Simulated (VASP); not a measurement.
```xyz
2
Lattice="0.0000 2.8312 2.8312 2.8312 0.0000 2.8312 2.8312 2.8312 0.0000" Properties=species:S:1:pos:R:3 pbc="T T T"
Be     0.0000     0.0000     0.0000
Te     1.4156     1.4156     1.4156
```

Method: r2SCAN meta-GGA, VASP's PBE PAW potentials (set 64) (plane waves; VASP). Run with 480 eV cut-off, 8×8×8 Γ-centred mesh, Gaussian smearing of 0.050 eV, potentials Be Te.

Unless said otherwise, spin-orbit coupling is left out, though it shifts the bands of the heavy elements here.

**Question.** What does the run give for the energy per atom (σ→0), band gap (on the k-mesh) with the smallest direct gap where there is one?

**Answer.** 
```yaml
band gap (on the k-mesh): 2.38 eV
smallest direct gap (on the k-mesh): 4.03 eV
energy per atom (σ→0): -15.342 eV/atom
```

Only differences to runs with the same potentials and settings are physical.

The compound is BeTe in the zinc blende structure. It was relaxed first.
